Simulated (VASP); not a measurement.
Output of a VASP run:

OUTCAR:
```
 ion  position               nearest neighbor table
   1  0.000  0.000  0.000-   3 1.77   6 1.77   5 1.80   4 1.80   4 1.80   5 1.80
   2  0.500  0.500  0.500-   4 1.77   5 1.77   3 1.80   6 1.80   3 1.80   6 1.80
   3  0.301  0.301  0.000-   1 1.77   2 1.80   2 1.80
   4  0.801  0.199  0.500-   2 1.77   1 1.80   1 1.80
   5  0.199  0.801  0.500-   2 1.77   1 1.80   1 1.80
   6  0.699  0.699  0.000-   1 1.77   2 1.80   2 1.80
  LATTYP: Found a simple tetragonal cell.
 ALAT       =     4.1739998989
 C/A-ratio  =     0.6516363303
 Subroutine PRICEL returns:
 Original cell was already a primitive cell.
 Subroutine GETGRP returns: Found 16 space group operations
The static configuration has the point symmetry D_2h.
 The point group associated with its full space group is D_4h.
The dynamic configuration has the point symmetry D_2h.
The overall configuration has the point symmetry D_2h.
 Subroutine INISYM returns: Found 16 space group operations
 Subroutine IBZKPT returns following result:
 Found     60 irreducible k-points:

 Following reciprocal coordinates:
            Coordinates               Weight
  0.000000  0.000000  0.000000      1.000000
  0.142857  0.000000  0.000000      4.000000
  0.285714  0.000000  0.000000      4.000000
  0.428571  0.000000  0.000000      4.000000
  0.142857  0.142857  0.000000      4.000000
  0.285714  0.142857  0.000000      8.000000
  0.428571  0.142857  0.000000      8.000000
  0.285714  0.285714  0.000000      4.000000
  0.428571  0.285714  0.000000      8.000000
  0.428571  0.428571  0.000000      4.000000
  0.000000  0.000000  0.090909      2.000000
  0.142857  0.000000  0.090909      8.000000
  0.285714  0.000000  0.090909      8.000000
  0.428571  0.000000  0.090909      8.000000
  0.142857  0.142857  0.090909      8.000000
  0.285714  0.142857  0.090909     16.000000
  0.428571  0.142857  0.090909     16.000000
  0.285714  0.285714  0.090909      8.000000
  0.428571  0.285714  0.090909     16.000000
  0.428571  0.428571  0.090909      8.000000
  0.000000  0.000000  0.181818      2.000000
  0.142857  0.000000  0.181818      8.000000
  0.285714  0.000000  0.181818      8.000000
  0.428571  0.000000  0.181818      8.000000
  0.142857  0.142857  0.181818      8.000000
  0.285714  0.142857  0.181818     16.000000
  0.428571  0.142857  0.181818     16.000000
  0.285714  0.285714  0.181818      8.000000
  0.428571  0.285714  0.181818     16.000000
  0.428571  0.428571  0.181818      8.000000
  0.000000  0.000000  0.272727      2.000000
  0.142857  0.000000  0.272727      8.000000
  0.285714  0.000000  0.272727      8.000000
  0.428571  0.000000  0.272727      8.000000
  0.142857  0.142857  0.272727      8.000000
  0.285714  0.142857  0.272727     16.000000
  0.428571  0.142857  0.272727     16.000000
  0.285714  0.285714  0.272727      8.000000
  0.428571  0.285714  0.272727     16.000000
  0.428571  0.428571  0.272727      8.000000
   k-points           NKPTS =     60   k-points in BZ     NKDIM =     60   number of bands    NBANDS=     30
   number of dos      NEDOS =    301   number of ions     NIONS =      6
   total plane-waves  NPLWV =  31104
   dimension x,y,z NGX =    36 NGY =   36 NGZ =   24
   dimension x,y,z NGXF=    72 NGYF=   72 NGZF=   48
   ions per type =               2   4
   PREC   = accura    normal or accurate (medium, high low for compatibility)
   ISTART =      0    job   : 0-new  1-cont  2-samecut
   ICHARG =      2    charge: 1-file 2-atom 10-const
   ISPIN  =      2    spin polarized calculation?
   LNONCOLLINEAR =      F non collinear calculations
   LSORBIT =      F    spin-orbit coupling
   INIWAV =      1    electr: 0-lowe 1-rand  2-diag
   ENCUT  =  620.0 eV  45.57 Ry    6.75 a.u.   8.47  8.47  5.52*2*pi/ulx,y,z
   NELM   =    100;   NELMIN=  2; NELMDL= -5     # of ELM steps
   EDIFF  = 0.1E-05   stopping-criterion for ELM
   LREAL  =      F    real-space projection
...
```

**OSZICAR**
```
       N       E                     dE             d eps       ncg     rms          rms(c)
DAV:   1     0.709684226494E+03    0.70968E+03   -0.31794E+04  7360   0.237E+03
DAV:   2     0.251840307421E+02   -0.68450E+03   -0.64513E+03  7674   0.634E+02
DAV:   3    -0.610503064413E+02   -0.86234E+02   -0.83657E+02  9014   0.211E+02
DAV:   4    -0.641347416768E+02   -0.30844E+01   -0.29120E+01  8272   0.366E+01
DAV:   5    -0.641951262364E+02   -0.60385E-01   -0.58705E-01  7630   0.533E+00    0.578E+01
DAV:   6    -0.562228637134E+02    0.79723E+01   -0.13571E+02  8660   0.122E+02    0.394E+01
DAV:   7    -0.519215657373E+02    0.43013E+01   -0.88021E+01  8752   0.118E+02    0.251E+01
DAV:   8    -0.499185042557E+02    0.20031E+01   -0.74858E+00  7442   0.309E+01    0.808E+00
DAV:   9    -0.497401858939E+02    0.17832E+00   -0.12685E+00  9010   0.117E+01    0.249E+00
DAV:  10    -0.497503154789E+02   -0.10130E-01   -0.13644E-01  7500   0.303E+00    0.152E+00
DAV:  11    -0.497482222660E+02    0.20932E-02   -0.10644E-02  8536   0.140E+00    0.756E-01
DAV:  12    -0.497470918703E+02    0.11304E-02   -0.11202E-02  8158   0.168E+00    0.280E-01
DAV:  13    -0.497471752083E+02   -0.83338E-04   -0.88756E-04  7686   0.245E-01    0.613E-02
DAV:  14    -0.497471585376E+02    0.16671E-04   -0.14073E-04  9640   0.115E-01    0.385E-02
DAV:  15    -0.497471564382E+02    0.20994E-05   -0.25473E-05  8002   0.614E-02    0.119E-02
DAV:  16    -0.497471568750E+02   -0.43681E-06   -0.26627E-06  6328   0.158E-02
   1 F= -.36437572E+02 E0= -.36437146E+02  d E =-.364376E+02  mag=     0.0000
```

**OUTCAR**
```
------------------------ aborting loop because EDIFF is reached ----------------------------------------
  FORCE on cell =-STRESS in cart. coord.  units (eV):
  Direction    XX          YY          ZZ          XY          YZ          ZX
  --------------------------------------------------------------------------------------
  Total       13.3502665     13.3502665     13.2317270      0.0000000      0.0000000      0.0000000
  in kB      451.3754403    451.3754403    447.3675961      0.0000000      0.0000000      0.0000000
  external PRESSURE =       0.0394923 kB  Pullay stress =     450.0000000 kB
  volume of cell :       47.39
      direct lattice vectors                 reciprocal lattice vectors
     4.173999899  0.000000000  0.000000000     0.239578348  0.000000000  0.000000000
     0.000000000  4.173999899  0.000000000     0.000000000  0.239578348  0.000000000
     0.000000000  0.000000000  2.719929977     0.000000000  0.000000000  0.367656524
 POSITION                                       TOTAL-FORCE (eV/Angst)
 -----------------------------------------------------------------------------------
      0.00000      0.00000      0.00000        -0.000000      0.000000      0.000000
      2.08700      2.08700      1.35996        -0.000000      0.000000      0.000000
      1.25434      1.25434      0.00000        -0.005690     -0.005690      0.000000
      3.34134      0.83266      1.35996        -0.005690      0.005690     -0.000000
      0.83266      3.34134      1.35996         0.005690     -0.005690      0.000000
      2.91966      2.91966      0.00000         0.005690      0.005690     -0.000000
 -----------------------------------------------------------------------------------
    total drift:                                0.000000      0.000000      0.000000
  FREE ENERGIE OF THE ION-ELECTRON SYSTEM (eV)
  ---------------------------------------------------
  free  energy   TOTEN  =       -49.7471568750 eV

  energy  without entropy=      -49.7458808296  energy(sigma->0) =      -49.74673153
  enthalpy is  TOTEN    =       -36.4375715944 eV   P V=       13.3095852805

 total charge

# of ion       s       p       d       tot
------------------------------------------
    1        0.436   6.644   5.169  12.249
    2        0.436   6.644   5.169  12.249
    3        1.568   3.531   0.000   5.100
    4        1.568   3.531   0.000   5.100
    5        1.568   3.531   0.000   5.100
    6        1.568   3.531   0.000   5.100
--------------------------------------------------
tot          7.146  27.413  10.337  44.896

 magnetization (x)

# of ion       s       p       d       tot
------------------------------------------
    1        0.010   0.017   2.116   2.142
    2       -0.010  -0.017  -2.116  -2.142
    3       -0.001  -0.036   0.000  -0.037
    4        0.001   0.036   0.000   0.037
    5        0.001   0.036   0.000   0.037
    6       -0.001  -0.036   0.000  -0.037
--------------------------------------------------
tot          0.000   0.000   0.000   0.000

 reached required accuracy - stopping structural energy minimisation
```
(Selected blocks of OUTCAR.)

### POSCAR
```
MnO2
1
    4.1739998989    -0.0000000000     0.0000000000
    0.0000000000     4.1739998989     0.0000000000
    0.0000000000     0.0000000000     2.7199299769
Mn O
2 4
Direct
  0.0000000000   0.0000000000   0.0000000000
  0.5000000000   0.5000000000   0.5000000000
  0.3005137915   0.3005137915   1.0000000000
  0.8005137915   0.1994862085   0.5000000000
  0.1994862085   0.8005137915   0.5000000000
  0.6994862085   0.6994862085   0.0000000000
```

### Question
Reconstruct the remaining input files.

### Answer
Several could match; the one computed here: the input of the run itself, PBEsol GGA, plane waves, VASP's PBE PAW potentials (set 64).

### KPOINTS
```
Automatic mesh
0
Gamma
7 7 11
0 0 0
```

**INCAR**
```
# general
SYSTEM   =  MnO2
PREC     =  Accurate
ENCUT    =  620   # plane-wave cut-off (eV)
LREAL    =  F   # projection in real space or not
LASPH    =  T   # aspherical one-centre terms

# electronic loop
EDIFF    =  1E-6   # SCF stop (eV)
NELM     =  100
ALGO     =  Normal   # blocked Davidson
LMAXMIX  =  4

# smearing
ISMEAR   =  1
SIGMA    =  0.1   # width (eV)

# functional
GGA      =  PS   # PBEsol

# spin
ISPIN    =  2
MAGMOM   =  2.4 -2.4 -0.0 2*0.0 -0.0

# ions
IBRION   =  2
NSW      =  40   # most ionic steps
ISIF     =  3   # ions, shape and volume
EDIFFG   =  -0.02   # ionic stop
PSTRESS  =  450   # kbar

# output
LWAVE    =  F
LCHARG   =  F
LORBIT   =  10
```

POTCAR, in this order: Mn_pv O (PBE.64 set). Program: vasp_std.

The compound is MnO2 in the rutile structure. It was relaxed first under an external pressure of 45 GPa.
